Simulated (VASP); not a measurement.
A VASP calculation is set up with these files.

KPOINTS:
```
Automatic
0
Gamma
 7 7 4
```

### INCAR
```
LCHARG = .False.
ISIF = 3
GGA = PS   ! PBEsol
ISMEAR = 0   ! Gaussian
PREC = Accurate
NSW = 60   ! most ionic steps
SIGMA = 0.05
ALGO = Normal   ! blocked Davidson
SYSTEM = AlN
ENCUT = 520   ! plane-wave cut-off (eV)
LASPH = .True.
IBRION = 2   ! conjugate gradients
NELM = 100   ! most electronic steps
EDIFFG = -0.02   ! ionic stop
LREAL = .False.   ! projection in real space or not
EDIFF = 1E-6
LWAVE = .False.
```

**POSCAR**
```
AlN
1.0
  1.5566497979  -2.6961965337   0.0000000000
  1.5566497979   2.6961965337   0.0000000000
  0.0000000000   0.0000000000   4.9837267432
Al N
2 2
Cart
  1.5566497979  -0.8987339754   2.4919841143
  1.5566497979   0.8987339754   0.0001207427
  1.5566497979  -0.8987339754   4.3955262448
  1.5566497979   0.8987339754   1.9036628732
```

POTCAR, in this order: Al N (PBE.64 set). Program: vasp_std.

Translate this PBEsol calculation to Quantum ESPRESSO's pw.x.

One equivalent input (not run):
```
&CONTROL
  calculation = 'vc-relax'
  pseudo_dir = './pseudo'
  outdir = './out'
  tprnfor = .true.
  tstress = .true.
  nstep = 60
  forc_conv_thr = 0.00078
/
&SYSTEM
  ibrav = 0
  nat = 4
  ntyp = 2
  ecutwfc = 84
  occupations = 'smearing'
  smearing = 'gaussian'
  degauss = 0.003675
  input_dft = 'pbesol'
/
&ELECTRONS
  conv_thr = 7.3e-08
  electron_maxstep = 100
/
&IONS
/
&CELL
/
ATOMIC_SPECIES
  Al 26.982 Al.upf
  N 14.007 N.upf
CELL_PARAMETERS angstrom
     1.5566498   -2.6961965    0.0000000
     1.5566498    2.6961965    0.0000000
     0.0000000    0.0000000    4.9837267
ATOMIC_POSITIONS crystal
  Al   0.6666670  0.3333330  0.5000242
  Al   0.3333330  0.6666670  0.0000242
  N    0.6666670  0.3333330  0.8819758
  N    0.3333330  0.6666670  0.3819758
K_POINTS automatic
  7 7 4 0 0 0
```
What does not carry over: the potentials are each code's own (VASP's PAW set, PseudoDojo norm-conserving files in pw.x), so ENCUT and ecutwfc are chosen apart and not converted; conv_thr bounds pw.x's estimated SCF error, while EDIFF bounds the energy change between steps; forc_conv_thr acts on force components and is met together with etot_conv_thr.

The compound is AlN in the wurtzite structure. It was relaxed first. The start is the result of an earlier pass.
